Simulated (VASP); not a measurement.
The system is Ga3BSb2.

```
Ga B Sb
1.0
     6.17000    0.00000    0.00000
     0.00000    6.17000    0.00000
     0.00000    0.00000    6.17000
Ga B Sb
6 2 4
Cartesian
  0.0000 3.0850 4.6275
  3.0850 0.0000 4.6275
  3.0850 0.0000 1.5425
  0.0000 3.0850 1.5425
  3.0850 3.0850 4.6275
  3.0850 3.0850 1.5425
  0.0000 0.0000 4.6275
  0.0000 0.0000 1.5425
  1.3574 4.8126 3.0850
  1.3574 1.3574 0.0000
  4.8126 1.3574 3.0850
  4.8126 4.8126 0.0000
```

The cell was built by a generator and needn't be a form met in nature.

```yaml
Program: VASP 6.6.1
Task: relaxation of cell and atoms
Functional: PBE
Potentials_or_basis: VASP PAW PBE potentials, release 64 (Ga_d, B, Sb)
Cutoff: 520 eV
k_mesh: 3 × 3 × 3
Occupations: gaussian, width 0.15 eV
Spin: no spin polarisation
```

At the start: pressure 13.5 GPa; volume 19.57 Å³/atom.

Problem. How do energy, volume and symmetry change on relaxing?

Solution. Over 11 steps the energy falls by 255.3 meV/atom and the volume is 24.49 Å³/atom (+25.1 %); space group P4_2/mcm (No. 132, to 0.05 Å).

Step by step:
```
step  energy change (eV)  largest force (eV/Å)  pressure (GPa)  volume (Å³)
   1              0.0000                1.6278           13.53       234.89
   2             -2.1763                1.1660           -1.45       295.68
   3             -2.1848                1.2037           -0.61       290.98
   4             -2.1848                1.1937           -1.26       292.36
   5             -2.4822                1.0401           -0.78       291.11
   6             -3.0285                0.2149            0.74       287.37
   7             -3.0355                0.1080            1.23       286.56
   8             -3.0398                0.0816            0.87       286.91
   9             -3.0400                0.0001            1.05       286.80
  10             -3.0580                0.0734           -0.34       297.27
  11             -3.0633                0.0382            0.15       293.86
```

Final structure:
```cif
data_structure
_symmetry_space_group_name_H-M 'P 1'
_symmetry_Int_Tables_number 1
_cell_length_a 6.6403
_cell_length_b 6.6403
_cell_length_c 6.6645
_cell_angle_alpha 90.000
_cell_angle_beta 90.000
_cell_angle_gamma 90.000
_cell_volume 293.86
loop_
_atom_site_label
_atom_site_type_symbol
_atom_site_fract_x
_atom_site_fract_y
_atom_site_fract_z
_atom_site_occupancy
Ga1 Ga 0.00000 0.50000 0.75000 1
Ga2 Ga 0.50000 0.00000 0.75000 1
Ga3 Ga 0.50000 0.00000 0.25000 1
Ga4 Ga 0.00000 0.50000 0.25000 1
Ga5 Ga 0.50000 0.50000 0.75000 1
Ga6 Ga 0.50000 0.50000 0.25000 1
B1 B 0.00000 0.00000 0.75000 1
B2 B 0.00000 0.00000 0.25000 1
Sb1 Sb 0.17840 0.82160 0.50000 1
Sb2 Sb 0.17840 0.17840 0.00000 1
Sb3 Sb 0.82160 0.17840 0.50000 1
Sb4 Sb 0.82160 0.82160 0.00000 1
```

Caveat: the volume moved by over 15 % at a fixed basis, so the end points are rough.
